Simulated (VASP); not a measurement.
A convergence study with VASP on Tm (hcp): one setting is varied, all else stays as given below, so the limit is that of these other settings. Each run relaxes cell and ions from the cell shown.

```yaml
crystal:
  lattice:
    - [1.77000, -3.06573, 0.00000]
    - [1.77000, 3.06573, 0.00000]
    - [0.00000, 0.00000, 5.55000]
  atoms:
    - { symbol: Tm, position: [0.33333, 0.66667, 0.25000] }
    - { symbol: Tm, position: [0.66667, 0.33333, 0.75000] }
```

The numbers are results of PBE GGA, VASP's PBE PAW potentials (set 64) (plane waves; VASP), not measurements. The tightest run used: 550 eV cut-off, 16×16×10 Γ-centred mesh, first-order Methfessel-Paxton smearing of 0.10 eV, potentials Tm_3.

The 4f electrons are frozen in the core of the lanthanide potential, so 4f levels, which can set the real gap, and their magnetism are missing.

Q: The settings run are 2×2×1 mesh; 3×3×2 mesh; 4×4×2 mesh; 5×5×3 mesh; 6×6×4 mesh; 7×7×4 mesh; 8×8×5 mesh; 9×9×6 mesh; 11×11×7 mesh; 12×12×7 mesh; 13×13×8 mesh; 14×14×9 mesh; 15×15×9 mesh; 16×16×10 mesh. From which on does the relaxed volume stay within 0.1 Å³/atom of the tightest run?

A: From 7×7×4 mesh on: it is off by 0.017 there and by no more than 0.1 in any finer run, while 6×6×4 mesh is off by 0.132.
```json
[
 {"setting": "2×2×1 mesh", "relaxed volume (Å³/atom)": "23.355", "E (eV/atom)": "-5.3604", "irreducible k-points": "2", "difference judged (Å³/atom)": "7.002"},
 {"setting": "3×3×2 mesh", "relaxed volume (Å³/atom)": "30.247", "E (eV/atom)": "-4.4145", "irreducible k-points": "6", "difference judged (Å³/atom)": "0.110"},
 {"setting": "4×4×2 mesh", "relaxed volume (Å³/atom)": "31.068", "E (eV/atom)": "-4.4476", "irreducible k-points": "8", "difference judged (Å³/atom)": "0.711"},
 {"setting": "5×5×3 mesh", "relaxed volume (Å³/atom)": "30.532", "E (eV/atom)": "-4.4515", "irreducible k-points": "10", "difference judged (Å³/atom)": "0.175"},
 {"setting": "6×6×4 mesh", "relaxed volume (Å³/atom)": "30.488", "E (eV/atom)": "-4.4882", "irreducible k-points": "21", "difference judged (Å³/atom)": "0.132"},
 {"setting": "7×7×4 mesh", "relaxed volume (Å³/atom)": "30.374", "E (eV/atom)": "-4.4825", "irreducible k-points": "24", "difference judged (Å³/atom)": "0.017"},
 {"setting": "8×8×5 mesh", "relaxed volume (Å³/atom)": "30.428", "E (eV/atom)": "-4.4682", "irreducible k-points": "30", "difference judged (Å³/atom)": "0.071"},
 {"setting": "9×9×6 mesh", "relaxed volume (Å³/atom)": "30.361", "E (eV/atom)": "-4.4790", "irreducible k-points": "48", "difference judged (Å³/atom)": "0.004"},
 {"setting": "11×11×7 mesh", "relaxed volume (Å³/atom)": "30.401", "E (eV/atom)": "-4.4749", "irreducible k-points": "64", "difference judged (Å³/atom)": "0.044"},
 {"setting": "12×12×7 mesh", "relaxed volume (Å³/atom)": "30.430", "E (eV/atom)": "-4.4749", "irreducible k-points": "76", "difference judged (Å³/atom)": "0.073"},
 {"setting": "13×13×8 mesh", "relaxed volume (Å³/atom)": "30.318", "E (eV/atom)": "-4.4773", "irreducible k-points": "105", "difference judged (Å³/atom)": "0.039"},
 {"setting": "14×14×9 mesh", "relaxed volume (Å³/atom)": "30.381", "E (eV/atom)": "-4.4763", "irreducible k-points": "120", "difference judged (Å³/atom)": "0.024"},
 {"setting": "15×15×9 mesh", "relaxed volume (Å³/atom)": "30.381", "E (eV/atom)": "-4.4766", "irreducible k-points": "135", "difference judged (Å³/atom)": "0.024"},
 {"setting": "16×16×10 mesh", "relaxed volume (Å³/atom)": "30.357", "E (eV/atom)": "-4.4761", "irreducible k-points": "180", "difference judged (Å³/atom)": "0.000"}
]
```

Left out are rungs that failed or repeat a setting and relaxations that didn't move; long series are thinned to 24 rows.

The compound is Tm in the hcp structure.
